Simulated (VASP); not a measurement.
Output of a VASP run:

### OUTCAR
```
 ion  position               nearest neighbor table
   1  0.333  0.667  0.995-   4 1.84   4 1.84   4 1.84   3 1.85   2 2.98   2 2.98   2 2.98   2 2.98
                             2 2.98   2 2.98
   2  0.667  0.333  0.495-   3 1.84   3 1.84   3 1.84   4 1.85   1 2.98   1 2.98   1 2.98   1 2.98
                             1 2.98   1 2.98
   3  0.333  0.667  0.380-   2 1.84   2 1.84   2 1.84   1 1.85
   4  0.667  0.333  0.880-   1 1.84   1 1.84   1 1.84   2 1.85
  LATTYP: Found a hexagonal cell.
 ALAT       =     3.0346258256
 C/A-ratio  =     1.5880477577
 Subroutine PRICEL returns:
 Original cell was already a primitive cell.
 Subroutine GETGRP returns: Found 12 space group operations
The static configuration has the point symmetry C_3v.
 The point group associated with its full space group is C_6v.
The dynamic configuration has the point symmetry C_3v.
 Subroutine INISYM returns: Found 12 space group operations
 Subroutine IBZKPT returns following result:
 Found     30 irreducible k-points:

 Following reciprocal coordinates:
            Coordinates               Weight
  0.000000  0.000000  0.000000      1.000000
  0.125000  0.000000  0.000000      6.000000
  0.250000  0.000000  0.000000      6.000000
  0.375000  0.000000  0.000000      6.000000
  0.500000  0.000000  0.000000      3.000000
  0.125000  0.125000  0.000000      6.000000
  0.250000  0.125000  0.000000     12.000000
  0.375000  0.125000  0.000000     12.000000
  0.250000  0.250000  0.000000      6.000000
  0.375000  0.250000  0.000000      6.000000
  0.000000  0.000000  0.200000      2.000000
  0.125000  0.000000  0.200000     12.000000
  0.250000  0.000000  0.200000     12.000000
  0.375000  0.000000  0.200000     12.000000
  0.500000  0.000000  0.200000      6.000000
  0.125000  0.125000  0.200000     12.000000
  0.250000  0.125000  0.200000     24.000000
  0.375000  0.125000  0.200000     24.000000
  0.250000  0.250000  0.200000     12.000000
  0.375000  0.250000  0.200000     12.000000
  0.000000  0.000000  0.400000      2.000000
  0.125000  0.000000  0.400000     12.000000
  0.250000  0.000000  0.400000     12.000000
  0.375000  0.000000  0.400000     12.000000
  0.500000  0.000000  0.400000      6.000000
  0.125000  0.125000  0.400000     12.000000
  0.250000  0.125000  0.400000     24.000000
  0.375000  0.125000  0.400000     24.000000
  0.250000  0.250000  0.400000     12.000000
  0.375000  0.250000  0.400000     12.000000
   k-points           NKPTS =     30   k-points in BZ     NKDIM =     30   number of bands    NBANDS=     12
   number of dos      NEDOS =    301   number of ions     NIONS =      4
   total plane-waves  NPLWV =  31360
   dimension x,y,z NGX =    28 NGY =   28 NGZ =   40
   dimension x,y,z NGXF=    56 NGYF=   56 NGZF=   80
   ions per type =               2   2
   PREC   = accura    normal or accurate (medium, high low for compatibility)
   ISTART =      0    job   : 0-new  1-cont  2-samecut
   ICHARG =      2    charge: 1-file 2-atom 10-const
   ISPIN  =      1    spin polarized calculation?
   LNONCOLLINEAR =      F non collinear calculations
   LSORBIT =      F    spin-orbit coupling
   INIWAV =      1    electr: 0-lowe 1-rand  2-diag
   ENCUT  =  620.0 eV  45.57 Ry    6.75 a.u.   6.16  6.16  9.78*2*pi/ulx,y,z
   NELM   =    100;   NELMIN=  2; NELMDL= -5     # of ELM steps
   EDIFF  = 0.1E-05   stopping-criterion for ELM
   LREAL  =      F    real-space projection
   NLSPLINE    = F    spline interpolate recip. space projectors
   LMAXMIX     =    2 max onsite mixed and CHGCAR
   VOSKOWN=      0    Vosko Wilk Nusair interpolation
   EDIFFG = -.2E-01   stopping-criterion for IOM
   NSW    =     40    number of steps for IOM
   NBLOCK =      1;   KBLOCK =     40    inner block; outer block
   IBRION =      2    ionic relax: 0-MD 1-quasi-New 2-CG
   NFREE  =      1    steps in history (QN), initial steepest desc. (CG)
   ISIF   =      3    stress and relaxation
   ISYM   =      2    0-nonsym 1-usesym 2-fastsym
   TEIN   =    0.0    initial temperature
...
```

OSZICAR:
```
       N       E                     dE             d eps       ncg     rms          rms(c)
DAV:   1     0.613191136470E+02    0.61319E+02   -0.86220E+03   720   0.140E+03
DAV:   2    -0.312472133845E+02   -0.92566E+02   -0.83046E+02   988   0.264E+02
DAV:   3    -0.358837741756E+02   -0.46366E+01   -0.46120E+01   952   0.658E+01
DAV:   4    -0.359231419200E+02   -0.39368E-01   -0.39352E-01   816   0.667E+00
DAV:   5    -0.359236514255E+02   -0.50951E-03   -0.50949E-03   940   0.770E-01    0.123E+01
DAV:   6    -0.311978486663E+02    0.47258E+01   -0.15340E+01   872   0.325E+01    0.445E+00
DAV:   7    -0.311509899838E+02    0.46859E-01   -0.68217E-01   812   0.718E+00    0.295E+00
DAV:   8    -0.311188744126E+02    0.32116E-01   -0.74387E-02   812   0.298E+00    0.421E-01
DAV:   9    -0.311147156566E+02    0.41588E-02   -0.16070E-02   908   0.993E-01    0.233E-01
DAV:  10    -0.311149910041E+02   -0.27535E-03   -0.11761E-03   836   0.297E-01    0.150E-01
DAV:  11    -0.311149123309E+02    0.78673E-04   -0.20934E-04   852   0.125E-01    0.257E-02
DAV:  12    -0.311149124170E+02   -0.86093E-07   -0.35656E-06   860   0.215E-02
   1 F= -.26317258E+02 E0= -.26317258E+02  d E =-.263173E+02
```

OUTCAR:
```
------------------------ aborting loop because EDIFF is reached ----------------------------------------
  FORCE on cell =-STRESS in cart. coord.  units (eV):
  Direction    XX          YY          ZZ          XY          YZ          ZX
  --------------------------------------------------------------------------------------
  Total        4.7903466      4.7903445      4.7842821      0.0000000      0.0000000      0.0000000
  in kB      199.6953577    199.6952731    199.4425485      0.0000000      0.0000000      0.0000000
  external PRESSURE =      -0.3889402 kB  Pullay stress =     200.0000000 kB
  volume of cell :       38.43
      direct lattice vectors                 reciprocal lattice vectors
     3.034625826  0.000000000  0.000000000     0.329529918  0.190254227  0.000000000
    -1.517312913  2.628062499  0.000000000     0.000000000  0.380508455  0.000000000
     0.000000000  0.000000000  4.819130738     0.000000000  0.000000000  0.207506302
  FREE ENERGIE OF THE ION-ELECTRON SYSTEM (eV)
  ---------------------------------------------------
  free  energy   TOTEN  =       -31.1149124170 eV

  energy  without entropy=      -31.1149124170  energy(sigma->0) =      -31.11491242
  enthalpy is  TOTEN    =       -26.3172580166 eV   P V=        4.7976544004

 reached required accuracy - stopping structural energy minimisation
```
(Selected blocks of OUTCAR.)

**POSCAR**
```
AlN
1
    3.0346258256     0.0000000000     0.0000000000
   -1.5173129128     2.6280624991    -0.0000000000
   -0.0000000000    -0.0000000000     4.8191307378
Al N
2 2
Direct
  0.3333330000   0.6666670000   0.9953397099
  0.6666670000   0.3333330000   0.4953397099
  0.3333330000   0.6666670000   0.3796602901
  0.6666670000   0.3333330000   0.8796602901
```

Problem. Reconstruct the remaining input files.

Solution. One answer among several that fit: the input of the run itself, PBEsol GGA, plane waves, VASP's PBE PAW potentials (set 64).

INCAR:
```
NSW = 40
GGA = PS   ! PBEsol
NELM = 100   ! most electronic steps
SYSTEM = AlN
SIGMA = 0.05   ! width (eV)
ISIF = 3   ! ions, shape and volume
EDIFFG = -0.02   ! ionic stop
LREAL = .FALSE.
LASPH = .TRUE.
LCHARG = .FALSE.
IBRION = 2   ! conjugate gradients
ISMEAR = 0   ! Gaussian
ENCUT = 620
PREC = Accurate
ALGO = Normal
EDIFF = 1E-6
PSTRESS = 200   ! kbar
LWAVE = .FALSE.
```

### KPOINTS
```
kpoints
0
G
 8 8 5
```

POTCAR, in this order: Al N (PBE.64 set). Program: vasp_std.

The structure was generated: AlN was put into the wurtzite type (P6_3mc), which need not be its known phase. It was relaxed first under an external pressure of 20 GPa.
